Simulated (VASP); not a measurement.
Crystal: SnO.

```
Sn O
1.0
     3.79860    0.00000    0.00000
     0.00000    3.79860    0.00000
     0.00000    0.00000    4.84080
Sn O
2 2
Direct
  0.50000 0.00000 0.23690
  0.00000 0.50000 0.76310
  0.00000 0.00000 0.00000
  0.50000 0.50000 0.00000
```

| Item | Value |
| --- | --- |
| Program | VASP 6.6.1 |
| Task | relaxation of cell and atoms |
| Functional | PBE |
| Dispersion | D4 |
| Potentials or basis | VASP PAW PBE potentials, release 64 (Sn_d, O) |
| Cutoff | 520 eV |
| k mesh | 8 × 8 × 6 |
| Occupations | gaussian, width 0.02 eV |
| Spin | no spin polarisation |

At the start: pressure 2.8 GPa; volume 17.46 Å³/atom.

Task: Where does the relaxation end?

Result: Over 19 steps the energy falls by 7.3 meV/atom and the volume is 17.34 Å³/atom (-0.7 %); space group P4/nmm (No. 129, to 0.05 Å).

The path:
```csv
step,energy change (eV),largest force (eV/Å),pressure (GPa),volume (Å³)
1,0.0000,0.6027,2.76,69.85
2,0.0006,0.4862,-2.99,72.94
3,-0.0216,0.0438,-0.23,71.35
4,-0.0232,0.0496,-0.24,71.18
5,-0.0264,0.0708,-0.19,70.65
6,-0.0256,0.1075,-0.04,69.58
7,-0.0273,0.0904,-0.12,70.20
8,-0.0287,0.0026,-0.28,69.73
9,-0.0288,0.0608,-0.31,69.48
10,-0.0289,0.0335,-0.31,69.59
11,-0.0276,0.0591,0.77,68.64
12,-0.0291,0.0081,-0.01,69.32
13,-0.0291,0.0089,0.00,69.32
14,-0.0291,0.0029,0.01,69.34
15,-0.0291,0.0018,0.01,69.34
16,-0.0291,0.0008,-0.02,69.38
17,-0.0291,0.0017,-0.01,69.38
18,-0.0291,0.0041,0.01,69.38
19,-0.0291,0.0012,0.01,69.38
```

Final structure:
```cif
data_structure
_symmetry_space_group_name_H-M 'P 1'
_symmetry_Int_Tables_number 1
_cell_length_a 3.8333
_cell_length_b 3.8333
_cell_length_c 4.7215
_cell_angle_alpha 90.000
_cell_angle_beta 90.000
_cell_angle_gamma 90.000
_cell_volume 69.38
loop_
_atom_site_label
_atom_site_type_symbol
_atom_site_fract_x
_atom_site_fract_y
_atom_site_fract_z
_atom_site_occupancy
Sn1 Sn 0.50000 0.00000 0.24635 1
Sn2 Sn 0.00000 0.50000 0.75365 1
O1 O 0.00000 0.00000 0.00000 1
O2 O 0.50000 0.50000 0.00000 1
```

Caveat: pairwise dispersion overbinds metals, which lowers pressure and volume.
